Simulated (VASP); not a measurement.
Runs of VASP 6.6.1 on Ge. The cell holds a sheet with vacuum, 2 atoms: a = 4.020 Å, b = 4.020 Å, c = 16.680 Å, α = 90.00°, β = 90.00°, γ = 120.00°. The cell was built by a generator and needn't be a form met in nature.

```tsv
task	level	spin	cell	k mesh	cutoff (eV)	dipole correction	grid for exact exchange (PRECFOCK)	exchange at q = 0	gap on the mesh (eV)	largest force (eV/Å)	work function (eV)
work function	r2SCAN	off	P-3m1, 116.75 Å³/atom	12 × 12 × 1	520	yes	-	-	none	0.24	4.63
work function	PBE	off	P-3m1, 116.75 Å³/atom	12 × 12 × 1	520	yes	-	-	none	-	4.46
relaxation of cell and atoms	PBE+D3(BJ)	off	relaxed	12 × 12 × 1	600	no	-	-	none	-	-
work function	PBE	non-collinear, zero start, SOC	P-3m1, 116.75 Å³/atom	12 × 12 × 1	520	yes	-	-	-	0.01	(a)
work function	PBE0	off	P-3m1, 116.75 Å³/atom	6 × 6 × 1	520	yes	Fast	default	0.54	(b)	-
```

Alike in all rows: potentials or basis VASP PAW PBE potentials, release 64 (Ge_d); smearing gaussian 0.03 eV.

Fill in the values left out.

(a) 4.47; (b) 0.18.

Caveats: the PAW data sets were made with another functional, which shifts forces and pressure a little (some runs).

A k mesh can miss the band edges, and rows without SOC leave out spin-orbit coupling on Ge.

A gap of «none» marks a metal or a gap under the smearing width.
